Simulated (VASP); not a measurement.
# Zn3Sb (Im-3m) in VASP: optical spectrum with revTPSS+D4

Aim: the optical spectrum of Zn3Sb with revTPSS+D4.

Everything below comes from runs of VASP 6.6.1. Logs are shortened: lines on timing, memory, paths and dates and some standing lists are left out, and cuts for length are marked.

### 1 The undisturbed crystal

The structure is cubic, space group Im-3m (No. 229). Conventional cell: a = 5.725 Å, b = 5.725 Å, c = 5.725 Å, α = 90.00°, β = 90.00°, γ = 90.00°. Zn (site symmetry 4/mmm) has 4 Zn at 2.86 Å and 2 Sb at 2.86 Å as nearest neighbours. Sb (site symmetry m-3m) has 6 Zn at 2.86 Å as nearest neighbours.

The cell was built by a generator and needn't be a form met in nature.

### 2 Optical spectrum, revTPSS+D4 (volume scaled by 0.88)

Input file INCAR:

```
PREC = Accurate
ENCUT = 520
EDIFF = 1E-6
ISMEAR = 1
SIGMA = 0.1
LREAL = F
LASPH = T
NELM = 100
ALGO = Normal
ISIF = 2
LWAVE = F
LCHARG = F
METAGGA = RTPSS
LMIXTAU = T
IVDW = 13
VDW_S6 = 1.0
VDW_S8 = 1.53089454
VDW_A1 = 0.44880597
VDW_A2 = 4.64042317
LOPTICS = T
NBANDS = 65
NEDOS = 1000
CSHIFT = 0.1
```

Input file Zn3Sb.cif:

```cif
data_Zn3Sb
_cell_length_a 5.48613143
_cell_length_b 5.48613143
_cell_length_c 5.48613143
_cell_angle_alpha 90.00000000
_cell_angle_beta 90.00000000
_cell_angle_gamma 90.00000000
_space_group_name_H-M_alt 'Im-3m'
_space_group_name_Hall '-I 4 2 3'
_space_group_IT_number 229
loop_
_space_group_symop_operation_xyz
'x,y,z'
'-x,-y,-z'
'-y,x,z'
'y,-x,-z'
'-x,-y,z'
'x,y,-z'
'y,-x,z'
'-y,x,-z'
'x,-y,-z'
'-x,y,z'
'-y,-x,-z'
'y,x,z'
'-x,y,-z'
'x,-y,z'
'y,x,-z'
'-y,-x,z'
'z,x,y'
'-z,-x,-y'
'z,-y,x'
'-z,y,-x'
'z,-x,-y'
'-z,x,y'
'z,y,-x'
'-z,-y,x'
'-z,x,-y'
'z,-x,y'
'-z,-y,-x'
'z,y,x'
'-z,-x,y'
'z,x,-y'
'-z,y,x'
'z,-y,-x'
'y,z,x'
'-y,-z,-x'
'x,z,-y'
'-x,-z,y'
'-y,z,-x'
'y,-z,x'
'-x,z,y'
'x,-z,-y'
'-y,-z,x'
'y,z,-x'
'-x,-z,-y'
'x,z,y'
'y,-z,-x'
'-y,z,x'
'x,-z,y'
'-x,z,-y'
'x+1/2,y+1/2,z+1/2'
'-x+1/2,-y+1/2,-z+1/2'
'-y+1/2,x+1/2,z+1/2'
'y+1/2,-x+1/2,-z+1/2'
'-x+1/2,-y+1/2,z+1/2'
'x+1/2,y+1/2,-z+1/2'
'y+1/2,-x+1/2,z+1/2'
'-y+1/2,x+1/2,-z+1/2'
'x+1/2,-y+1/2,-z+1/2'
'-x+1/2,y+1/2,z+1/2'
'-y+1/2,-x+1/2,-z+1/2'
'y+1/2,x+1/2,z+1/2'
'-x+1/2,y+1/2,-z+1/2'
'x+1/2,-y+1/2,z+1/2'
'y+1/2,x+1/2,-z+1/2'
'-y+1/2,-x+1/2,z+1/2'
'z+1/2,x+1/2,y+1/2'
'-z+1/2,-x+1/2,-y+1/2'
'z+1/2,-y+1/2,x+1/2'
'-z+1/2,y+1/2,-x+1/2'
'z+1/2,-x+1/2,-y+1/2'
'-z+1/2,x+1/2,y+1/2'
'z+1/2,y+1/2,-x+1/2'
'-z+1/2,-y+1/2,x+1/2'
'-z+1/2,x+1/2,-y+1/2'
'z+1/2,-x+1/2,y+1/2'
'-z+1/2,-y+1/2,-x+1/2'
'z+1/2,y+1/2,x+1/2'
'-z+1/2,-x+1/2,y+1/2'
'z+1/2,x+1/2,-y+1/2'
'-z+1/2,y+1/2,x+1/2'
'z+1/2,-y+1/2,-x+1/2'
'y+1/2,z+1/2,x+1/2'
'-y+1/2,-z+1/2,-x+1/2'
'x+1/2,z+1/2,-y+1/2'
'-x+1/2,-z+1/2,y+1/2'
'-y+1/2,z+1/2,-x+1/2'
'y+1/2,-z+1/2,x+1/2'
'-x+1/2,z+1/2,y+1/2'
'x+1/2,-z+1/2,-y+1/2'
'-y+1/2,-z+1/2,x+1/2'
'y+1/2,z+1/2,-x+1/2'
'-x+1/2,-z+1/2,-y+1/2'
'x+1/2,z+1/2,y+1/2'
'y+1/2,-z+1/2,-x+1/2'
'-y+1/2,z+1/2,x+1/2'
'x+1/2,-z+1/2,y+1/2'
'-x+1/2,z+1/2,-y+1/2'
loop_
_atom_site_label
_atom_site_type_symbol
_atom_site_symmetry_multiplicity
_atom_site_Wyckoff_symbol
_atom_site_fract_x
_atom_site_fract_y
_atom_site_fract_z
_atom_site_occupancy
Zn1 Zn 6 b 0.5000000000 0.0000000000 0.0000000000 1
Sb1 Sb 2 a 0.0000000000 0.0000000000 0.0000000000 1
```

Input file KPOINTS:

```
regular mesh
0
Gamma
  5 5 5
```

Input file POSCAR:

```
Zn Sb
 1.0000000000000000
     5.4861314300000004    0.0000000000000000    0.0000000000000000
     0.0000000000000000    5.4861314300000004    0.0000000000000000
     0.0000000000000000    0.0000000000000000    5.4861314300000004
 Zn  Sb 
   6   2
Cartesian
  2.7430657149999997  0.0000000000000000  0.0000000000000000
  0.0000000000000000  2.7430657149999997  0.0000000000000000
  0.0000000000000000  0.0000000000000000  2.7430657149999997
  0.0000000000000000  2.7430657150000002  2.7430657150000002
  2.7430657150000002  0.0000000000000000  2.7430657150000002
  2.7430657150000002  2.7430657150000002  0.0000000000000000
  0.0000000000000000  0.0000000000000000  0.0000000000000000
  2.7430657150000002  2.7430657150000002  2.7430657150000002
```

Potentials or basis: VASP PAW PBE potentials, release 64 (Zn, Sb).

On the command line:

```console
$ ase convert -i cif -o vasp Zn3Sb.cif POSCAR
$ cat potpaw_PBE.64/Zn/POTCAR potpaw_PBE.64/Sb/POTCAR > POTCAR
$ mpirun -np 1 vasp_std > vasp.out
```

OUTCAR:

```text
PREC = Accurate
   ENCUT = 520
   EDIFF = 1E-6
   ISMEAR = 1
   LREAL = F
   LASPH = T
   NELM = 100
   ISIF = 2
   METAGGA = RTPSS
   IVDW = 13

 ion  position               nearest neighbor table
   1  0.500  0.000  0.000-   5 2.74   6 2.74   7 2.74   5 2.74   6 2.74   7 2.74
   2  0.000  0.500  0.000-   4 2.74   6 2.74   7 2.74   4 2.74   7 2.74   6 2.74
   3  0.000  0.000  0.500-   4 2.74   5 2.74   7 2.74   7 2.74   4 2.74   5 2.74
   4  0.000  0.500  0.500-   2 2.74   3 2.74   8 2.74   2 2.74   3 2.74   8 2.74
   5  0.500  0.000  0.500-   1 2.74   3 2.74   8 2.74   1 2.74   8 2.74   3 2.74
   6  0.500  0.500  0.000-   1 2.74   2 2.74   8 2.74   8 2.74   1 2.74   2 2.74
   7  0.000  0.000  0.000-   1 2.74   2 2.74   3 2.74   3 2.74   2 2.74   1 2.74
   8  0.500  0.500  0.500-   4 2.74   5 2.74   6 2.74   6 2.74   5 2.74   4 2.74

  LATTYP: Found a simple cubic cell.
 ALAT       =     5.4861314300

  Lattice vectors:

 A1 = (   5.4861314300,   0.0000000000,   0.0000000000)
 A2 = (   0.0000000000,   5.4861314300,   0.0000000000)
 A3 = (   0.0000000000,   0.0000000000,   5.4861314300)

Analysis of symmetry for initial positions (statically):
=====================================================================
 Subroutine PRICEL returns following result:

  LATTYP: Found a body centered cubic cell.
 ALAT       =     5.4861314300

  Lattice vectors:

 A1 = (   2.7430657150,   2.7430657150,  -2.7430657150)
 A2 = (  -2.7430657150,   2.7430657150,   2.7430657150)
 A3 = (   2.7430657150,  -2.7430657150,   2.7430657150)

   2 primitive cells build up your supercell.

 Routine SETGRP: Setting up the symmetry group for a
 simple cubic supercell.

 Subroutine GETGRP returns: Found 48 space group operations
 (whereof 48 operations were pure point group operations)
 out of a pool of 48 trial point group operations.

The static configuration has the point symmetry O_h .

Analysis of symmetry for dynamics (positions and initial velocities):
=====================================================================
 Subroutine PRICEL returns following result:

  LATTYP: Found a body centered cubic cell.
 ALAT       =     5.4861314300

  Lattice vectors:

 A1 = (   2.7430657150,   2.7430657150,  -2.7430657150)
 A2 = (  -2.7430657150,   2.7430657150,   2.7430657150)
 A3 = (   2.7430657150,  -2.7430657150,   2.7430657150)

   2 primitive cells build up your supercell.

 Routine SETGRP: Setting up the symmetry group for a
 simple cubic supercell.

 Subroutine GETGRP returns: Found 48 space group operations
 (whereof 48 operations were pure point group operations)
 out of a pool of 48 trial point group operations.

[... 136 lines left out ...]

  energy without entropy =       54.24145463  energy(sigma->0) =       54.24040342

 E-fermi :   3.6067     XC(G=0): -10.9252

 val. band max:        3.6045811702   @ k =   0.2000   0.2000   0.2000
 cond. band min:       3.6318050587   @ k =   0.2000   0.2000   0.2000
 fundamental gap:      0.0272238885
 Fermi energy:         3.6067322431

 k-point     1 :       0.0000    0.0000    0.0000
  band No.  band energies     occupation
      1      -7.4105      2.00000
      2      -6.2654      2.00000
      3      -4.0871      2.00000
      4      -4.0871      2.00000
      5      -4.0792      2.00000
      6      -4.0137      2.00000
[... 549 lines left out ...]
     52       9.3197      0.00000
     53       9.3509      0.00000
 [bands above 53 left out]

------------------------ aborting loop because EDIFF is reached ----------------------------------------

  DFT-D4 for vdW energy calculation

  Edisp (eV):   -2.99095

  FORCE on cell =-STRESS in cart. coord.  units (eV):
  Direction    XX          YY          ZZ          XY          YZ          ZX
  --------------------------------------------------------------------------------------
  -------------------------------------------------------------------------------------
  Total      -5.90197    -5.90197    -5.90197    -0.00000    -0.00000     0.00000
  in kB     -57.26759   -57.26759   -57.26759    -0.00000    -0.00000     0.00000
  external pressure =      -57.27 kB  Pullay stress =        0.00 kB

 VOLUME and BASIS-vectors are now :
 -----------------------------------------------------------------------------
  energy-cutoff  :      520.00
  volume of cell :      165.12
      direct lattice vectors                 reciprocal lattice vectors
     5.486131430  0.000000000  0.000000000     0.182277806  0.000000000  0.000000000
     0.000000000  5.486131430  0.000000000     0.000000000  0.182277806  0.000000000
     0.000000000  0.000000000  5.486131430     0.000000000  0.000000000  0.182277806

 POSITION                                       TOTAL-FORCE (eV/Angst)
 -----------------------------------------------------------------------------------
      2.74307      0.00000      0.00000        -0.000000      0.000000      0.000000
      0.00000      2.74307      0.00000        -0.000000     -0.000000      0.000000
      0.00000      0.00000      2.74307        -0.000000     -0.000000     -0.000000
      0.00000      2.74307      2.74307         0.000000     -0.000000     -0.000000
      2.74307      0.00000      2.74307        -0.000000      0.000000     -0.000000
      2.74307      2.74307      0.00000        -0.000000     -0.000000     -0.000000
      0.00000      0.00000      0.00000         0.000000      0.000000     -0.000000
      2.74307      2.74307      2.74307         0.000000     -0.000000      0.000000
 -----------------------------------------------------------------------------------
    total drift:                               -0.000000      0.000000     -0.000000

  FREE ENERGIE OF THE ION-ELECTRON SYSTEM (eV)
  ---------------------------------------------------
  free  energy   TOTEN  =        51.2489240638 eV

  energy  without entropy=       51.2505008886  energy(sigma->0) =       51.24944967

 electrical conductivity sigma (Mega S m-1) (frequency dependency in vasprun.xml)
  --------------------------------------------------------------------------------------
       0.143       0.000      -0.000
      -0.000       0.143      -0.000
       0.000      -0.000       0.143

  frequency dependent IMAGINARY DIELECTRIC FUNCTION (independent particle, no local field effects) density-density
     E(ev)      X         Y         Z        XY        YZ        ZX
  --------------------------------------------------------------------------------------------------------------
     0.00000     0.00000     0.00000     0.00000     0.00000     0.00000     0.00000
     0.28303    14.36647    14.36647    14.36647    -0.00000    -0.00000    -0.00000
     0.56605   120.63520   120.63520   120.63520     0.00000     0.00000    -0.00000
     0.84908    21.48011    21.48011    21.48011     0.00000     0.00000    -0.00000
     1.13211    37.10538    37.10538    37.10538    -0.00000    -0.00000     0.00000
     1.41513    54.95733    54.95733    54.95733    -0.00000     0.00000     0.00000
[... 92 lines left out ...]
    27.73658     0.00177     0.00177     0.00177     0.00000     0.00000    -0.00000
    28.01961     0.00170     0.00170     0.00170     0.00000     0.00000    -0.00000

  frequency dependent      REAL DIELECTRIC FUNCTION (independent particle, no local field effects) density-density
     E(ev)        X           Y           Z          XY          YZ          ZX
  --------------------------------------------------------------------------------------------------------------
     0.00000    76.17323    76.17323    76.17323     0.00000    -0.00000    -0.00000
     0.28303    91.04074    91.04074    91.04074     0.00000    -0.00000    -0.00000
     0.56605    44.93921    44.93921    44.93921    -0.00000    -0.00000     0.00000
     0.84908     0.10180     0.10180     0.10180    -0.00000    -0.00000     0.00000
     1.13211    40.83991    40.83991    40.83991    -0.00000    -0.00000     0.00000
     1.41513   -23.25230   -23.25230   -23.25230     0.00000     0.00000    -0.00000
[... 92 lines left out ...]
    27.73658     0.78505     0.78505     0.78505     0.00000    -0.00000    -0.00000
    28.01961     0.78996     0.78996     0.78996     0.00000    -0.00000    -0.00000

  frequency dependent IMAGINARY DIELECTRIC FUNCTION (independent particle, no local field effects) current-current
     E(ev)      X         Y         Z        XY        YZ        ZX
  --------------------------------------------------------------------------------------------------------------
     0.00000   517.78405   517.78405   517.78405     0.00000    -0.00000     0.00000
     0.28303    74.41259    74.41259    74.41259     0.00000    -0.00000     0.00000
     0.56605   132.55971   132.55971   132.55971     0.00000    -0.00000     0.00000
     0.84908    21.26405    21.26405    21.26405     0.00000    -0.00000     0.00000
     1.13211    44.22107    44.22107    44.22107    -0.00000     0.00000    -0.00000
     1.41513    50.62111    50.62111    50.62111    -0.00000    -0.00000     0.00000
[... 92 lines left out ...]
    27.73658     0.00022     0.00022     0.00022     0.00000    -0.00000     0.00000
    28.01961     0.00020     0.00020     0.00020     0.00000    -0.00000     0.00000

  frequency dependent      REAL DIELECTRIC FUNCTION (independent particle, no local field effects) current-current
     E(ev)        X           Y           Z          XY          YZ          ZX
  --------------------------------------------------------------------------------------------------------------
     0.00000    68.11089    68.11089    68.11089     0.00000    -0.00000     0.00000
     0.28303    80.70899    80.70899    80.70899     0.00000    -0.00000     0.00000
     0.56605    -0.29860    -0.29860    -0.29860    -0.00000     0.00000    -0.00000
     0.84908    -3.67595    -3.67595    -3.67595    -0.00000     0.00000    -0.00000
     1.13211    34.86098    34.86098    34.86098    -0.00000    -0.00000     0.00000
     1.41513   -30.51724   -30.51724   -30.51724    -0.00000     0.00000     0.00000
[... 92 lines left out ...]
    27.73658     0.78603     0.78603     0.78603     0.00000     0.00000    -0.00000
    28.01961     0.79091     0.79091     0.79091     0.00000     0.00000    -0.00000
```

It took 6 min on 1 thread of AMD EPYC 9R45 (Zen 5), shared host; peak memory 0.38 GiB.

What came out:

| Item | Value |
| --- | --- |
| Free energy | 51.2489 eV |
| Pressure | -5.7 GPa |
| Band gap on the k mesh | none (metal or under the smearing width) |
| Dispersion energy per atom | -0.374 eV |

Levels at points of the mesh, in eV from the Fermi level:
```csv
k point,band 37,band 38,band 39,band 40,band 41,band 42,band 43,band 44,band 45,band 46
"(0.00, 0.00, 0.00)",-3.56,-2.31,-1.71,-1.71,-1.71,1.14,1.14,1.14,1.25,1.25
```

Dielectric function (mean over the directions given):
| energy (eV) | real part | imaginary part |
| --- | --- | --- |
| 0.25 | 87.47 | 11.64 |
| 1.27 | 21.20 | 71.94 |
| 2.29 | -7.57 | 14.80 |
| 3.31 | -8.84 | 4.15 |
| 4.33 | -4.30 | 2.78 |
| 5.43 | -2.35 | 1.39 |
| 6.45 | -1.08 | 0.96 |
| 7.47 | -0.65 | 1.62 |
| 8.49 | -0.61 | 1.12 |
| 9.51 | -0.34 | 1.01 |
| 10.61 | -0.03 | 0.56 |
| 11.63 | 0.03 | 0.48 |
| 12.65 | 0.28 | 0.45 |
| 13.67 | 0.22 | 0.38 |
| 14.69 | 0.36 | 0.35 |
| 15.79 | 0.38 | 0.30 |
| 16.81 | 0.36 | 0.32 |
| 17.83 | 0.34 | 0.25 |
| 18.85 | 0.38 | 0.19 |
| 19.95 | 0.45 | 0.03 |

Caveat: spectra need much finer meshes, so this one isn't converged; independent-particle spectra lack excitons; the intraband (Drude) part of a metal's response may be missing; the PAW data sets were made with another functional, which shifts forces and pressure a little; pairwise dispersion overbinds metals, which lowers pressure and volume. Spin-orbit coupling is left out, which matters for the levels of Sb.

### 3 For comparison

An earlier run on the cell as given: functional PBE; potentials or basis VASP PAW PBE potentials, release 64 (Zn, Sb); cutoff 520 eV; k mesh 7 × 7 × 7; occupations fermi-dirac, width 0.05 eV; no spin polarisation.

* Pressure: -3.1 GPa
* Band gap on the k mesh: none (metal or under the smearing width)
